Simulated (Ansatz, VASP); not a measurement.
## BiSb: VASP beside Ansatz

Aim: how closely do two programs agree when they are given the same cell, functional and k mesh? The cell is generated by rule, not measured, and may not be a known phase. The cell is taken from a series of runs on this material, whose earlier steps may have relaxed, scaled, displaced or heated it; both programs get it as it stands.

Main program and level: Ansatz 0.2.0; plane waves, with VASP 6.6.1 beside it; relaxation of cell and atoms at PBEsol.

**1. The structure**

It takes space group P6_3/mmc (No. 194, hexagonal). The conventional cell has a = 5.297 Å, b = 5.297 Å, c = 6.401 Å, α = 90.00°, β = 90.00°, γ = 120.00°. Nearest to Bi lie 5 Sb at 3.06 to 3.20 Å. Nearest to Sb lie 5 Bi at 3.06 to 3.20 Å. Farther neighbours are not listed.

**2. Ansatz: relaxation of cell and atoms, PBEsol, pair 1**

Ansatz runs on its default PAW (the set named soft_2) files.

The relaxed volume is the usual yardstick between codes: in a stiff, nearly cubic crystal its relative difference is about their pressure difference at one cell divided by the bulk modulus.

Input file input.yaml:

```yaml
crystal:
  lattice:
    - [5.2973818711, 0.0, 0.0]
    - [-2.6486909355, 4.5876672739, 0.0]
    - [0.0, 0.0, 6.4012148644]
  atoms:
    - { symbol: Bi, position: [0.3333333333, 0.6666666667, 0.25] }
    - { symbol: Bi, position: [0.6666666667, 0.3333333333, 0.75] }
    - { symbol: Sb, position: [0.6666666667, 0.3333333333, 0.25] }
    - { symbol: Sb, position: [0.3333333333, 0.6666666667, 0.75] }
kpoints:
  mp_grid: { grid: [9, 9, 6] }
hamiltonian:
  xc: pbesol
scf:
  occupations: { method: gaussian, width: 0.1 }
output:
  forces: true
  stress: true
  eigenvalues: true
relax:
  adjacent_minimum: "off"
  f_tol: 0.005
  max_steps: 80
  cell: { stress_tol: 0.05 }
```

Started as:

```bash
$ ansatz run input.yaml --threads 4 --pin off --max-ram 7168MiB --backend cpu --events-out ev --progress --plain --runs-dir out
```

Numbers of over 12 decimals in the logs are rounded to 6 here.

The program printed:

```text
Engine: ansatz 0.2.0, x86_64-unknown-linux-gnu
Pseudopotentials: kind: paw
Pseudopotential: Bi, paw, valence charge 15, recommended cutoff 420 eV (normal), Bi.paw.azcp
Pseudopotential: Sb, paw, valence charge 15, recommended cutoff 420 eV (normal), Sb.paw.azcp
Functional definition: PBEsol
  exchange = pbesol_x
  correlation = pbesol_c
Crystal: 4 atoms, lattice volume = 155.566 Å³
Basis set: ecut = 420 eV, 3039 PW (Γ), exchange–correlation on 72×72×90 points (8 copies of the dense FFT grid, shifted against one another)
Bands: 36, of which v1, the nominal top of the filled ones, is band 30 counted from 1 (29 counted from 0)
Symmetry: 24 space group operations
Space group: P63/mmc (ITA 194), of the structure as read, at distance tolerance 5.4e-5 Å
k-points: 48 of 486
Non-local potential: Bi, projectors of the file, l = 0: 2, l = 1: 2, l = 2: 2, l = 3: 2
Non-local potential: Sb, projectors of the file, l = 0: 2, l = 1: 2, l = 2: 2, l = 3: 2
PAW form: soft (Blöchl's): semilocal exchange-correlation on the pseudo side does not see the compensation charge
PAW frozen core: Bi, regenerated for the run's functional, and the local potential with it (the file was generated under x = pbe(κ = 0.804, μ = 0.219515), c = pbe(β = 0.066725))
PAW frozen core: Sb, regenerated for the run's functional, and the local potential with it (the file was generated under x = pbe(κ = 0.804, μ = 0.219515), c = pbe(β = 0.066725))
PAW one-centre angular grid: Bi, 590 points (default); XC on 64 Gauss nodes
PAW one-centre angular grid: Sb, 590 points (default); XC on 64 Gauss nodes
Initial density: superposition of atomic densities (neutral atoms: chi_scale 0, normalization atom), corrected by the library's trained network
Initial wavefunctions: pseudopotential atomic-orbital guess
Functional: x = pbesol(κ = 0.804, μ = 0.123457), c = pbesol(β = 0.046)
SCF iter   1: F=—  HF=-37299.469724 eV  |F-HF|=—  |Δ(HF+E_count)|=         —  Δρ=2.03e-3  dr2=5.28e-3  ethr=1.77e-3  ⟨swp⟩=7.1  Hψ=7365  notcnv=0
preconditioner: auto → LDOS  [metal: Δε(μ)=0.036 eV  Ē_g=7.784 eV  σ=0.100 eV  W_gap=0.20  n_scr=22 (ndim 8)  ℏωp=13.3 eV  f_vac=0.128  D(μ)=2.09/eV (n_scr^D=8)  β→1.0]
SCF iter   2: F=—  HF=-37299.467460 eV  |F-HF|=—  |Δ(HF+E_count)|=   2.26e-3  Δρ=5.81e-4  dr2=5.76e-4  ethr=8.80e-6  ⟨swp⟩=2.0  Hψ=3630  notcnv=0  defer=7
SCF iter   3: F=—  HF=-37299.467288 eV  |F-HF|=—  |Δ(HF+E_count)|=   1.71e-4  Δρ=2.58e-4  dr2=8.27e-5  ethr=9.60e-7  ⟨swp⟩=2.0  Hψ=3130  notcnv=0  defer=7
SCF iter   4: F=—  HF=-37299.467267 eV  |F-HF|=—  |Δ(HF+E_count)|=   2.16e-5  Δρ=6.02e-5  dr2=1.01e-5  ethr=1.38e-7  ⟨swp⟩=2.0  Hψ=3119  notcnv=0  defer=7
SCF iter   5: F=—  HF=-37299.467266 eV  |F-HF|=—  |Δ(HF+E_count)|=   1.03e-6  Δρ=1.33e-5  dr2=7.48e-7  ethr=1.68e-8  ⟨swp⟩=3.0  Hψ=3229  notcnv=0  defer=7
SCF iter   6: F=-37299.467266 eV  HF=-37299.467266 eV  |F-HF|=4.42e-9  |Δ(HF+E_count)|=   7.46e-8  Δρ=1.74e-6  dr2=1.50e-8  ethr=1.67e-10  ⟨swp⟩=9.3  Hψ=7965  notcnv=0
SCF 1 converged in 6 iterations: F = -37299.467266 eV  dr2 = 1.50e-8
  greatest PAW one-centre occupation: 0.996 electrons in one spin orbital (limit 2), on the Sb atom at site 3 (counted from 0), in its partial waves of l = 2
relax step   1: F+E_penalty+E_count = -37299.46726578 eV  Δ(F+E_penalty+E_count) = +0.000e0 eV  max|allowed force component| = 9.714e-16 eV/Å  Δτ_max = 0.0000 Å  P = -0.022 GPa  Ω = 155.566 Å³  (6 SCF iters, dr2 threshold 1.00e-7 eV, accepted)
Initial density: handed on by an earlier stage of this run
Initial wavefunctions: pseudopotential atomic-orbital guess (no wavefunctions were taken with the density)
iter 1 solved again at ethr=2.04e-7 eV; its pass at ethr=3.10e-3 eV (dr2=1.22e-4 eV) is discarded
SCF iter   1: F=—  HF=-37299.467262 eV  |F-HF|=—  |Δ(HF+E_count)|=         —  Δρ=2.35e-6  dr2=1.38e-8  ethr=2.04e-7  ⟨swp⟩=3.2  Hψ=12064  notcnv=0
eigensolver tolerance schedule: the retry pair's looser diagonalisation over-reported the residual by 8852.51 of it (diagonalisation noise at 1.39 of the residual, at the tolerance the schedule requests for it); recorded, not acted on — ethr = c·dr2/N_el stays at c = 1.0e-1
preconditioner: auto → LDOS  [metal: Δε(μ)=0.043 eV  Ē_g=7.779 eV  σ=0.100 eV  W_gap=0.23  n_scr=22 (ndim 8)  ℏωp=13.3 eV  f_vac=0.136  D(μ)=2.12/eV (n_scr^D=8)  β→1.0]
SCF iter   2: F=—  HF=-37299.467266 eV  |F-HF|=—  |Δ(HF+E_count)|=   3.87e-6  Δρ=3.02e-6  dr2=1.02e-8  ethr=2.30e-11  ⟨swp⟩=3.7  Hψ=4738  notcnv=0
SCF iter   3: F=—  HF=-37299.467266 eV  |F-HF|=—  |Δ(HF+E_count)|=   5.07e-9  Δρ=5.09e-7  dr2=8.01e-10  ethr=1.70e-11  ⟨swp⟩=2.0  Hψ=3172  notcnv=0
SCF iter   4: F=—  HF=-37299.467266 eV  |F-HF|=—  |Δ(HF+E_count)|=  3.35e-10  Δρ=1.52e-7  dr2=6.96e-11  ethr=1.33e-12  ⟨swp⟩=2.0  Hψ=2224  notcnv=0
SCF iter   5: F=-37299.467266 eV  HF=-37299.467266 eV  |F-HF|=5.09e-11  |Δ(HF+E_count)|=  5.82e-11  Δρ=1.60e-7  dr2=2.56e-11  ethr=1.00e-12  ⟨swp⟩=6.7  Hψ=7637  notcnv=0
SCF 2 converged in 5 iterations: F = -37299.467266 eV  dr2 = 2.56e-11
relax step   2: F+E_penalty+E_count = -37299.46726578 eV  Δ(F+E_penalty+E_count) = -5.370e-9 eV  max|allowed force component| = 1.119e-15 eV/Å  Δτ_max = 0.0000 Å  P = -0.022 GPa  Ω = 155.566 Å³  stress off target by 3.45e-2 GPa  SCF on the basis re-selected at this cell (its energy is not comparable with the rows above)  (5 SCF iters)
basis re-selected at this cell: Δ(F+E_penalty+E_count) = -5.370e-9 eV, ΔP = -0.000 GPa vs the last step (what re-selecting the basis moved, of the pressure what is left beyond the Pulay correction that the steps carried, after the strain that the cell walked since its last selection, with what the two solves' SCF thresholds leave and, on support functions, any second-order correction that the steps lacked; it is no m [...]
SCF converged after 5 iterations
Free energy (F): -37299.467266 eV
Harris-Foulkes:  -37299.467266 eV  (|F-HF|=5.09e-11)
Internal energy: -37299.456656 eV  (E = F + TS)
E sigma→0 (E₀):  -37299.461961 eV
Entropy (-TS):   -0.010610 eV (-2.652 meV/atom)
Fermi energy:    7.714981 eV
--- Per-component energies (eV) ---
  E_band       = -690.176293
  E_kinetic    = 1019.470331
  E_local      = -7336.530939  (includes V_loc(G=0)·N_el)
  E_nonlocal   = 1851.506347
  E_hartree    = 2908.706434
  E_xc         = -574.847531
  E_vxc        = -480.515385  (∫ρ·V_xc dr)
  E_paw        = -30017.491249  (= ΣΔE_a)
  E_vpaw       = -1561.518834  (= ΣTr[D̂ρ^β])
  E_aug_tail   = -0.000921  (compensation charges beyond the density's cutoff)
  E_ewald      = -5151.112348
  E_core_change = 0.843218  (= ΣΔE_core)
  E_smearing   = -0.010610  (= −TS)
  E_closure    = -0.000000  (closes the sum)
  Σ components = -37299.467266   (vs F -37299.467266, Δ=0.00e0)
--- Forces (eV/Å), atoms counted from 1 ---
  atom   1  Bi     0.00000000    -0.00000000    -0.00000000
  atom   2  Bi    -0.00000000     0.00000000     0.00000000
  atom   3  Sb     0.00000000     0.00000000     0.00000000
  atom   4  Sb    -0.00000000    -0.00000000    -0.00000000
  max |Σ_I F_I| component: 2.22e-16 eV/Å
--- Stress (GPa, compression-positive) ---
       -0.015123       0.000000       0.000000
        0.000000      -0.015123       0.000000
        0.000000       0.000000      -0.034541
  P = ⅓ Tr σ = -0.0216 GPa (-0.216 kbar)
--- Band table (eV; the first three rows and the last of 48) ---
  k-point 0: bands = [... 26 lower, 4.1843, 5.9740, 5.9740, 5.9961, 7.7589, 7.7589, 9.8920, 9.8920, ... 2 higher]
  k-point 1: bands = [... 26 lower, 4.2738, 5.8031, 5.8031, 6.5118, 7.8534, 7.8534, 9.6475, 9.6475, ... 2 higher]
  k-point 2: bands = [... 26 lower, 4.5327, 5.3942, 5.3942, 7.5918, 7.9546, 8.1312, 8.1312, 9.1183, ... 2 higher]
  k-point 47: bands = [... 26 lower, 7.1519, 7.1519, 7.3081, 7.3081, 7.7515, 7.7515, 8.2336, 8.2336, ... 2 higher]
--- Relaxed structure (1 steps of the walk, 1 accepted, 1 SCFs on fresh bases) ---
  F+E_penalty+E_count = -37299.46726578 eV   max|allowed force component| = 1.119e-15 eV/Å   (the final SCF, on the basis selected at the relaxed cell)
  cell:  # Å, volume = 155.5663 Å³
    - [5.297382, -2.8867504964346102e-11, 0.0]
    - [-2.648691, 4.587667, 0.0]
    - [0.0, 0.0, 6.4012148644]
  atoms:
    - { symbol: Bi, position: [0.333333, 0.666667, 0.25] }
    - { symbol: Bi, position: [0.666667, 0.333333, 0.75] }
    - { symbol: Sb, position: [0.666667, 0.333333, 0.25] }
    - { symbol: Sb, position: [0.333333, 0.666667, 0.75] }
```

The column dr2 measures how far the density is from self-consistency, as an energy; F and HF (Harris–Foulkes) agree once it is small.

**3. VASP: relaxation of cell and atoms, PBEsol, pair 1**

The same cell, functional, mesh and smearing now go to VASP, with its own data sets.

Lines of VASP's logs that name or quote its potential files are left out, and so is its time.

Input file INCAR:

```
SYSTEM = BiSb
PREC = Accurate
ENCUT = 500
EDIFF = 1E-07
NELM = 120
ISMEAR = 0
SIGMA = 0.1
LREAL = .FALSE.
ALGO = Normal
GGA = PS
NBANDS = 26
LORBIT = 11
LWAVE = .FALSE.
LCHARG = .FALSE.
ISIF = 3
IBRION = 2
NSW = 80
EDIFFG = -0.005
LASPH = .TRUE.
GGA_COMPAT = .FALSE.
NELMIN = 4
KPAR = 2
```

Input file POSCAR:

```
BiSb
1.0
    5.2973820000      0.0000000000      0.0000000000
   -2.6486910000      4.5876670000      0.0000000000
    0.0000000000      0.0000000000      6.4012150000
Bi Sb
2 2
Direct
    0.3333333697      0.6666667393      0.2500000391
    0.6666666303      0.3333332607      0.7499999609
    0.6666666303      0.3333332607      0.2500000391
    0.3333333697      0.6666667393      0.7499999609
```

Input file KPOINTS:

```
Automatic mesh
0
Gamma
9 9 6
0 0 0
```

The projector-augmented-wave data sets are Bi_d and Sb (PBE family, release 64).

Started as:

```bash
$ mpirun -np 2 vasp_std
```

The program printed:

```text
[banner, memory and clock lines left out]
running    2 mpi-ranks, on    1 nodes
 distrk:  each k-point on    1 cores,    2 groups
 distr:  one band on    1 cores,    1 groups

 POSCAR found type information on POSCAR BiSb
 POSCAR found :  2 types and       4 ions
|                                                                             |
|               ----> ADVICE to this user running VASP <----                  |
|                                                                             |
|     You enforced a specific xc type in the INCAR file but a different       |
|     [... a line on the potential file left out ...]
|     I HOPE YOU KNOW WHAT YOU ARE DOING!                                     |
|                                                                             |

 LDA part: xc-table for (Slater+PW92), standard interpolation
 POSCAR, INCAR and KPOINTS ok, starting setup
 FFT: planning ... GRIDC
 FFT: planning ... GRID_SOFT
 FFT: planning ... GRID
 WAVECAR not read
 entering main loop
       N       E                     dE             d eps       ncg     rms          rms(c)
DAV:   1     0.365745185802E+03    0.36575E+03   -0.18504E+04  2568   0.145E+03
DAV:   2     0.167470464483E+02   -0.34900E+03   -0.34443E+03  2742   0.379E+02
DAV:   3    -0.159397019328E+02   -0.32687E+02   -0.32113E+02  3080   0.136E+02
DAV:   4    -0.170986788609E+02   -0.11590E+01   -0.11550E+01  2874   0.287E+01
DAV:   5    -0.171462726125E+02   -0.47594E-01   -0.47586E-01  3458   0.541E+00    0.280E+00
DAV:   6    -0.170434011944E+02    0.10287E+00   -0.30119E-01  2964   0.267E+00    0.154E+00
DAV:   7    -0.170273083444E+02    0.16093E-01   -0.50473E-02  3126   0.109E+00    0.790E-01
DAV:   8    -0.170248248435E+02    0.24835E-02   -0.12565E-02  2968   0.549E-01    0.927E-02
DAV:   9    -0.170249485100E+02   -0.12367E-03   -0.10254E-03  2792   0.157E-01    0.487E-02
DAV:  10    -0.170252749184E+02   -0.32641E-03   -0.47154E-04  2642   0.103E-01    0.208E-02
DAV:  11    -0.170252815717E+02   -0.66533E-05   -0.24467E-05  3136   0.258E-02    0.103E-02
DAV:  12    -0.170252923779E+02   -0.10806E-04   -0.23382E-05  2628   0.211E-02    0.129E-03
DAV:  13    -0.170252925884E+02   -0.21047E-06   -0.51719E-07  2868   0.453E-03    0.618E-04
DAV:  14    -0.170252928610E+02   -0.27264E-06   -0.14376E-07  1972   0.196E-03    0.180E-04
DAV:  15    -0.170252928828E+02   -0.21742E-07   -0.13135E-08  1474   0.112E-03
   1 F= -.17025293E+02 E0= -.17019996E+02  d E =-.170253E+02
 curvature:   0.00 expect dE= 0.000E+00 dE for cont linesearch  0.000E+00
 trial: gam= 0.00000 g(F)=  0.444E-40 g(S)=  0.413E-04 ort = 0.000E+00 (trialstep = 0.100E+01)
 search vector abs. value=  0.413E-04
 bond charge predicted
       N       E                     dE             d eps       ncg     rms          rms(c)
DAV:   1    -0.170258427542E+02   -0.54989E-03   -0.15501E-02  3014   0.151E+00    0.118E-01
DAV:   2    -0.170253957634E+02    0.44699E-03   -0.91312E-04  3006   0.385E-01    0.509E-02
DAV:   3    -0.170253027695E+02    0.92994E-04   -0.39197E-04  3036   0.229E-01    0.728E-03
DAV:   4    -0.170253051399E+02   -0.23704E-05   -0.14327E-05  2942   0.266E-02    0.464E-03
DAV:   5    -0.170253067042E+02   -0.15643E-05   -0.11951E-06  2926   0.754E-03    0.157E-03
DAV:   6    -0.170253072992E+02   -0.59497E-06   -0.24521E-07  2012   0.315E-03    0.451E-04
DAV:   7    -0.170253071961E+02    0.10304E-06   -0.36911E-08  1350   0.179E-03    0.192E-04
DAV:   8    -0.170253071524E+02    0.43676E-07   -0.12742E-08  1350   0.810E-04
   2 F= -.17025307E+02 E0= -.17019991E+02  d E =-.142697E-04
 trial-energy change:   -0.000014  1 .order   -0.000013   -0.000041    0.000015
 step:   0.7565(harm=  0.7373)  dis= 0.00000  next Energy=   -17.025309 (dE=-0.160E-04)
 reached required accuracy - stopping structural energy minimisation
```

OUTCAR, selected parts (step 3):

```text
ion  position               nearest neighbor table
   1  0.333  0.667  0.250-   3 3.06   3 3.06   3 3.06   4 3.20   4 3.20
   2  0.667  0.333  0.750-   4 3.06   4 3.06   4 3.06   3 3.20   3 3.20
   3  0.667  0.333  0.250-   1 3.06   1 3.06   1 3.06   2 3.20   2 3.20
   4  0.333  0.667  0.750-   2 3.06   2 3.06   2 3.06   1 3.20   1 3.20

  LATTYP: Found a hexagonal cell.
 ALAT       =     5.2973820000
 C/A-ratio  =     1.2083733059

 Subroutine GETGRP returns: Found 24 space group operations
 (whereof 12 operations were pure point group operations)

The static configuration has the point symmetry D_3d.
 The point group associated with its full space group is D_6h.

 Found     48 irreducible k-points:

   k-points           NKPTS =     48   k-points in BZ     NKDIM =     48   number of bands    NBANDS=     26

   dimension x,y,z NGX =    40 NGY =   40 NGZ =   48
   dimension x,y,z NGXF=    80 NGYF=   80 NGZF=   96

   ENCUT  =  500.0 eV  36.75 Ry    6.06 a.u.   9.66  9.66 11.67*2*pi/ulx,y,z

   NELECT =      40.0000    total number of electrons

 k-points in reciprocal lattice and weights: Automatic mesh
   0.00000000  0.00000000  0.00000000       0.002
   0.11111111  0.00000000  0.00000000       0.012
   0.22222222  0.00000000  0.00000000       0.012
   0.33333333  0.00000000  0.00000000       0.012
   0.44444444  0.00000000  0.00000000       0.012
   0.11111111  0.11111111  0.00000000       0.012
   0.22222222  0.11111111  0.00000000       0.025
   0.33333333  0.11111111  0.00000000       0.025
   0.44444444  0.11111111  0.00000000       0.012
[...]
0.33333333  0.22222222  0.50000000       0.025
   0.33333333  0.33333333  0.50000000       0.004

 average (electrostatic) potential at core
       1-105.8667       2-105.8667       3 -87.4871       4 -87.4871

 E-fermi :   5.1089

 k-point     1 :       0.0000    0.0000    0.0000
  band No.  band energies     occupation
    ...
     18       3.3676      2.00000
     19       3.3677      2.00000
     20       3.3862      2.00000
     21       5.1490      0.57050
     22       5.1490      0.57040
     23       7.2885      0.00000
     24       7.2885      0.00000
     25       8.1798      0.00000
     26       8.4128      0.00000

 k-point     2 :       0.1111    0.0000    0.0000
  band No.  band energies     occupation
    ...
     17       1.7528      2.00000
     18       3.2345      2.00000
     19       3.2642      2.00000
     20       3.5862      2.00000
     21       5.0990      1.11139
     22       5.4106      0.00002
     23       7.2825      0.00000
     24       7.5370      0.00000
     25       8.2435      0.00000
     26       8.8288      0.00000

 k-point     3 :       0.2222    0.0000    0.0000
  band No.  band energies     occupation
    ...
     16       1.2172      2.00000
     17       2.0930      2.00000
     18       2.8427      2.00000
     19       3.0362      2.00000
     20       4.0180      2.00000
     21       5.2143      0.13592
     22       6.0856      0.00000
     23       7.4285      0.00000
     24       8.1811      0.00000
     25       8.4295      0.00000
    ...

  Total        0.0147824      0.0147824      0.0098472      0.0000000      0.0000000      0.0000000
  in kB        0.1524237      0.1524236      0.1015360      0.0000000      0.0000000      0.0000000
  external PRESSURE =       0.1354611 kB  Pullay stress =       0.0000000 kB

  energy-cutoff  :      500.00
  volume of cell :      155.38
      direct lattice vectors                 reciprocal lattice vectors
     5.295707927  0.000000000  0.000000000     0.188832166  0.109022311 -0.000000000
    -2.647853963  4.586217210  0.000000000     0.000000000  0.218044622  0.000000000
     0.000000000 -0.000000000  6.397717432     0.000000000 -0.000000000  0.156305747

 POSITION                                       TOTAL-FORCE (eV/Angst)
 -----------------------------------------------------------------------------------
      0.00000      3.05748      1.59943         0.000000      0.000000     -0.000000
      2.64785      1.52874      4.79829        -0.000000     -0.000000      0.000000
      2.64785      1.52874      1.59943        -0.000000      0.000000     -0.000000
      0.00000      3.05748      4.79829        -0.000000     -0.000000      0.000000
 -----------------------------------------------------------------------------------
    total drift:                               -0.000000     -0.000070     -0.000001

  FREE ENERGIE OF THE ION-ELECTRON SYSTEM (eV)
  ---------------------------------------------------
  free  energy   TOTEN  =       -17.0253071524 eV

  energy  without entropy=      -17.0146750338  energy(sigma->0) =      -17.01999109

 reached required accuracy - stopping structural energy minimisation

 total charge
# of ion       s       p       d       tot
------------------------------------------
    1        1.551   1.294   9.920  12.765
    2        1.551   1.294   9.920  12.765
    3        1.210   1.174   0.022   2.406
    4        1.210   1.174   0.022   2.406
--------------------------------------------------
tot          5.523   4.936  19.885  30.343

[... 3 further parts left out ...]
```

CONTCAR:

```
BiSb
   1.00000000000000
     5.2957079267413834    0.0000000000000000    0.0000000000000000
    -2.6478539633706917    4.5862172103957652    0.0000000000000000
     0.0000000000000000   -0.0000000000000000    6.3977174315769387
  Bi              Sb
     2     2
Direct
     0.3333333697000000    0.6666667392999983    0.2500000391000015
     0.6666666303000000    0.3333332607000017    0.7499999608999985
     0.6666666303000000    0.3333332607000017    0.2500000391000015
     0.3333333697000000    0.6666667392999983    0.7499999608999985
```

The run keeps the 24 symmetry operations of its start, so it cannot find a distortion of lower symmetry.

**4. Differences**

Known differences besides the potentials themselves: the data sets hold 60 valence electrons in Ansatz (on its default PAW (the set named soft_2) files) and 40 in VASP; the cutoff is 420 eV in Ansatz and 500 eV in VASP; Ansatz makes its cores anew for this functional, VASP keeps those of its PBE data sets; Ansatz adds a Pulay correction to the stress that steers its cell, VASP none. Total energies have different zeros and are not compared.

Compared:

```
                                         quantity  Ansatz    VASP  difference
                                      volume (Å³)  155.57  155.38     +0.12 %
edge a after relaxation, in the typed setting (Å)   5.297   5.296     +0.03 %
edge c after relaxation, in the typed setting (Å)   6.401   6.398     +0.05 %
```

[end of part 1 of 2]

[Lines on the potential files, build, host, timing and source positions are cut from VASP's logs without a mark.]

[Logs are printed without paths, hosts, clocks, repeated set-up lines and the standing remarks that a program may print on its own settings, such as how far it seeks lower states.]

[Hosts, paths, dates, database ids (printed as entryN), source tags and the programs' standing remarks are cut or masked in the printed files.]
